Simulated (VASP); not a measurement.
All values below come from PBEsol GGA, VASP's PBE PAW potentials (set 64) (plane waves; VASP 6.6.1).

VASP ran on this input.

POSCAR:
```
HgZn3Te4
1.0
  0.0036516250   6.1878124221   6.1773018083
  6.1878124221   0.0036516250   6.1773018083
  3.0957320236   3.0957320236   0.0000000000
Zn Te Hg
3 4 1
Cart
  3.0957320236   3.0957320236   0.0091822367
  6.1783499096   3.1088461611   3.0906829665
  3.1088461611   6.1783499096   3.0906829665
  1.5478660121   1.5478660121   1.5454774719
  4.7051313636   1.4863326836   4.5667759269
  1.4863326836   4.7051313636   4.5667759269
  4.6435980353   4.6435980353   7.8581773681
  3.0957320236   3.0957320236   6.1587541779
```

INCAR:
```
# general
SYSTEM  = HgZn3Te4
PREC    = Accurate
ENCUT   = 400
LREAL   = .False.
LASPH   = .True.

# electronic loop
EDIFF   = 1E-6
NELM    = 100
ALGO    = Normal
LMAXMIX = 6

# smearing
ISMEAR  = 0
SIGMA   = 0.05

# functional
GGA     = PS

# ions
IBRION  = 2
NSW     = 60
ISIF    = 3
EDIFFG  = -0.02

# output
LWAVE   = .False.
LCHARG  = .False.
```

KPOINTS:
```
Automatic mesh
0
gamma
  3 3 6
0 0 0
```

POTCAR, in this order: Zn Te Hg (PBE.64 set). Program: vasp_std.

The run wrote:

### OUTCAR
```
 ion  position               nearest neighbor table
   1  0.001  0.001  0.999-   5 2.65   6 2.65   4 2.67   4 2.67
   2  0.002  0.498  1.000-   7 2.61   5 2.64   5 2.64   4 2.66
   3  0.498  0.002  1.000-   7 2.61   6 2.64   6 2.64   4 2.66
   4  0.125  0.125  0.250-   2 2.66   3 2.66   1 2.67   1 2.67
   5  0.109  0.630  0.261-   2 2.64   2 2.64   1 2.65   8 2.78
   6  0.630  0.109  0.261-   3 2.64   3 2.64   1 2.65   8 2.78
   7  0.636  0.636  0.228-   2 2.61   3 2.61   8 2.77   8 2.77
   8  0.498  0.498  0.003-   7 2.77   7 2.77   5 2.78   6 2.78
  LATTYP: Found a base centered orthorhombic cell.
 ALAT       =     8.7457240712
 B/A-ratio  =     1.4126450270
 C/A-ratio  =     0.5005904803
 Subroutine PRICEL returns:
 Original cell was already a primitive cell.
 Subroutine GETGRP returns: Found  4 space group operations
The static configuration has the point symmetry C_2v.
The dynamic configuration has the point symmetry C_2v.
 Subroutine INISYM returns: Found  4 space group operations
 Subroutine IBZKPT returns following result:
 Found     16 irreducible k-points:

 Following reciprocal coordinates:
            Coordinates               Weight
  0.000000  0.000000  0.000000      1.000000
...
```

File OSZICAR:
```
       N       E                     dE             d eps       ncg     rms          rms(c)
DAV:   1     0.463647835524E+03    0.46365E+03   -0.27201E+04  1376   0.139E+03
DAV:   2     0.237451647178E+02   -0.43990E+03   -0.42823E+03  1416   0.342E+02
DAV:   3    -0.214675013763E+02   -0.45213E+02   -0.44776E+02  1545   0.115E+02
DAV:   4    -0.228297243829E+02   -0.13622E+01   -0.13586E+01  1637   0.190E+01
DAV:   5    -0.228605474308E+02   -0.30823E-01   -0.30818E-01  1698   0.263E+00    0.115E+01
DAV:   6    -0.219849831493E+02    0.87556E+00   -0.30561E+00  1715   0.299E+01    0.857E+00
DAV:   7    -0.219777535630E+02    0.72296E-02   -0.13804E+00  1588   0.903E+00    0.407E+00
DAV:   8    -0.219676334116E+02    0.10120E-01   -0.77967E-02  1636   0.334E+00    0.116E+00
DAV:   9    -0.219664536821E+02    0.11797E-02   -0.17111E-02  1629   0.101E+00    0.605E-01
DAV:  10    -0.219666309653E+02   -0.17728E-03   -0.39708E-03  1512   0.651E-01    0.194E-01
DAV:  11    -0.219665694606E+02    0.61505E-04   -0.47966E-04  1573   0.454E-01    0.628E-02
DAV:  12    -0.219665960842E+02   -0.26624E-04   -0.26590E-04  1500   0.148E-01    0.318E-02
DAV:  13    -0.219665943781E+02    0.17060E-05   -0.61951E-05  1541   0.140E-01    0.201E-02
DAV:  14    -0.219665997067E+02   -0.53286E-05   -0.25433E-05  1509   0.531E-02    0.184E-02
DAV:  15    -0.219665989140E+02    0.79274E-06   -0.98254E-06  1524   0.363E-02
   1 F= -.21966599E+02 E0= -.21966599E+02  d E =-.219666E+02
       N       E                     dE             d eps       ncg     rms          rms(c)
DAV:   1    -0.219722317469E+02   -0.56320E-02   -0.11676E-01  1689   0.330E+00    0.546E-01
DAV:   2    -0.219678323556E+02    0.43994E-02   -0.22277E-02  1584   0.237E+00    0.189E-01
DAV:   3    -0.219672634304E+02    0.56893E-03   -0.17508E-03  1493   0.450E-01    0.134E-01
DAV:   4    -0.219671417394E+02    0.12169E-03   -0.22555E-04  1494   0.994E-02    0.766E-02
DAV:   5    -0.219670905986E+02    0.51141E-04   -0.49661E-05  1651   0.105E-01    0.156E-02
DAV:   6    -0.219670901839E+02    0.41465E-06   -0.24311E-05  1489   0.509E-02    0.113E-02
DAV:   7    -0.219670901341E+02    0.49818E-07   -0.35412E-06  1345   0.160E-02
   2 F= -.21967090E+02 E0= -.21967090E+02  d E =-.491220E-03
       N       E                     dE             d eps       ncg     rms          rms(c)
DAV:   1    -0.219672868644E+02   -0.19668E-03   -0.39240E-03  1695   0.603E-01    0.101E-01
DAV:   2    -0.219671377972E+02    0.14907E-03   -0.74348E-04  1592   0.428E-01    0.346E-02
DAV:   3    -0.219671191243E+02    0.18673E-04   -0.58352E-05  1491   0.819E-02    0.247E-02
DAV:   4    -0.219671153992E+02    0.37251E-05   -0.73586E-06  1457   0.180E-02    0.139E-02
DAV:   5    -0.219671141158E+02    0.12834E-05   -0.13383E-06   891   0.165E-02    0.256E-03
DAV:   6    -0.219671142094E+02   -0.93602E-07   -0.11112E-06   742   0.992E-03
   3 F= -.21967114E+02 E0= -.21967114E+02  d E =-.515295E-03
       N       E                     dE             d eps       ncg     rms          rms(c)
DAV:   1    -0.219677862880E+02   -0.67217E-03   -0.15504E-02  1692   0.120E+00    0.200E-01
DAV:   2    -0.219671991232E+02    0.58716E-03   -0.29572E-03  1589   0.858E-01    0.688E-02
DAV:   3    -0.219671236822E+02    0.75441E-04   -0.22922E-04  1501   0.162E-01    0.490E-02
DAV:   4    -0.219671079049E+02    0.15777E-04   -0.29749E-05  1494   0.358E-02    0.277E-02
DAV:   5    -0.219671019035E+02    0.60014E-05   -0.64371E-06  1542   0.385E-02    0.572E-03
DAV:   6    -0.219671019228E+02   -0.19363E-07   -0.32570E-06  1161   0.192E-02
   4 F= -.21967102E+02 E0= -.21967102E+02  d E =-.503009E-03
       N       E                     dE             d eps       ncg     rms          rms(c)
DAV:   1    -0.219673185046E+02   -0.21660E-03   -0.44873E-03  1692   0.648E-01    0.107E-01
DAV:   2    -0.219671497653E+02    0.16874E-03   -0.85081E-04  1594   0.456E-01    0.370E-02
DAV:   3    -0.219671266141E+02    0.23151E-04   -0.64498E-05  1495   0.861E-02    0.264E-02
DAV:   4    -0.219671210692E+02    0.55449E-05   -0.86218E-06  1445   0.188E-02    0.148E-02
DAV:   5    -0.219671183867E+02    0.26826E-05   -0.15391E-06   958   0.198E-02    0.282E-03
DAV:   6    -0.219671182958E+02    0.90906E-07   -0.10368E-06   730   0.113E-02
   5 F= -.21967118E+02 E0= -.21967118E+02  d E =-.519382E-03
       N       E                     dE             d eps       ncg     rms          rms(c)
DAV:   1    -0.219671341018E+02   -0.15715E-04   -0.33082E-04  1695   0.177E-01    0.293E-02
DAV:   2    -0.219671215438E+02    0.12558E-04   -0.63069E-05  1600   0.125E-01    0.101E-02
DAV:   3    -0.219671197246E+02    0.18192E-05   -0.48183E-06  1331   0.239E-02    0.720E-03
DAV:   4    -0.219671192213E+02    0.50332E-06   -0.67806E-07   724   0.595E-03
   6 F= -.21967119E+02 E0= -.21967119E+02  d E =-.520307E-03
       N       E                     dE             d eps       ncg     rms          rms(c)
DAV:   1    -0.219671218670E+02   -0.21424E-05   -0.78002E-05  1692   0.863E-02    0.141E-02
DAV:   2    -0.219671191398E+02    0.27272E-05   -0.14507E-05  1323   0.600E-02    0.480E-03
DAV:   3    -0.219671188565E+02    0.28332E-06   -0.10552E-06   732   0.115E-02
   7 F= -.21967119E+02 E0= -.21967119E+02  d E =-.519943E-03
       N       E                     dE             d eps       ncg     rms          rms(c)
DAV:   1    -0.219674399715E+02   -0.32083E-03   -0.39961E-02  1427   0.100E+00    0.105E-01
DAV:   2    -0.219673218514E+02    0.11812E-03   -0.58926E-04  1641   0.306E-01    0.550E-02
DAV:   3    -0.219672727873E+02    0.49064E-04   -0.61287E-05  1692   0.849E-02    0.269E-02
DAV:   4    -0.219672635278E+02    0.92595E-05   -0.20430E-05  1697   0.416E-02    0.708E-03
DAV:   5    -0.219672638916E+02   -0.36375E-06   -0.64226E-06  1349   0.221E-02
   8 F= -.21967264E+02 E0= -.21967264E+02  d E =-.145035E-03
```

OUTCAR:
```
------------------------ aborting loop because EDIFF is reached ----------------------------------------
  FORCE on cell =-STRESS in cart. coord.  units (eV):
  Direction    XX          YY          ZZ          XY          YZ          ZX
  --------------------------------------------------------------------------------------
  Total       -0.0059663     -0.0059663      0.0517086      0.0100000     -0.0000000     -0.0000000
  in kB       -0.0405444     -0.0405444      0.3513874      0.0679556     -0.0000000     -0.0000000
  external PRESSURE =       0.0900996 kB  Pullay stress =       0.0000000 kB
  volume of cell :      235.77
      direct lattice vectors                 reciprocal lattice vectors
    -0.001772423  6.177460415  6.178275466    -0.080916194  0.080916194  0.080928732
     6.177460415 -0.001772423  6.178275466     0.080916194 -0.080916194  0.080928732
     3.087843996  3.087843996 -0.000000000     0.161925279  0.161925279 -0.161857464
 POSITION                                       TOTAL-FORCE (eV/Angst)
 -----------------------------------------------------------------------------------
      3.08784      3.08784      0.01068        -0.000000     -0.000000      0.003772
      6.16326      3.10027      3.09113        -0.007477      0.007477     -0.004482
      3.10027      6.16326      3.09113         0.007477     -0.007477     -0.004482
      1.54392      1.54392      1.54483        -0.000000     -0.000000      0.000464
      4.69727      1.47842      4.56778         0.004058     -0.004058      0.005282
      1.47842      4.69727      4.56778        -0.004058      0.004058      0.005282
      4.63177      4.63177      7.86073        -0.000000     -0.000000      0.010302
      3.08784      3.08784      6.15731         0.000000      0.000000     -0.016137
 -----------------------------------------------------------------------------------
    total drift:                               -0.000007     -0.000007     -0.000054
  FREE ENERGIE OF THE ION-ELECTRON SYSTEM (eV)
  ---------------------------------------------------
  free  energy   TOTEN  =       -21.9672638916 eV

  energy  without entropy=      -21.9672638916  energy(sigma->0) =      -21.96726389

 reached required accuracy - stopping structural energy minimisation
```
(Selected blocks of OUTCAR.)

CONTCAR:
```
HgZn3Te4
   1.00000000000000
    -0.0017724226373465    6.1774604147506738    6.1782754661943677
     6.1774604147506738   -0.0017724226373465    6.1782754661943677
     3.0878439961065429    3.0878439961065429   -0.0000000000000078
  Zn              Te              Hg
     3     4     1
Direct
     0.0008642633682945    0.0008642633682945    0.9982714732634180
     0.0023160059473423    0.4980066486265122    0.9996773454261383
     0.4980066486265122    0.0023160059473423    0.9996773454261383
     0.1250215304898039    0.1250215304898039    0.2499569391203938
     0.1092074936620252    0.6301214176282937    0.2606710887096811
     0.6301214176282937    0.1092074936620252    0.2606710887096811
     0.6361589496517022    0.6361589496517022    0.2276821006965953
     0.4983036906260258    0.4983036906260258    0.0033926187479486
```

The structure was generated: HgZn3Te4 was put into an ordered model structure (Amm2), which need not be its known phase. This run relaxes it. Symmetry was kept, so distortions that lower it aren't found. The start is the result of an earlier pass.
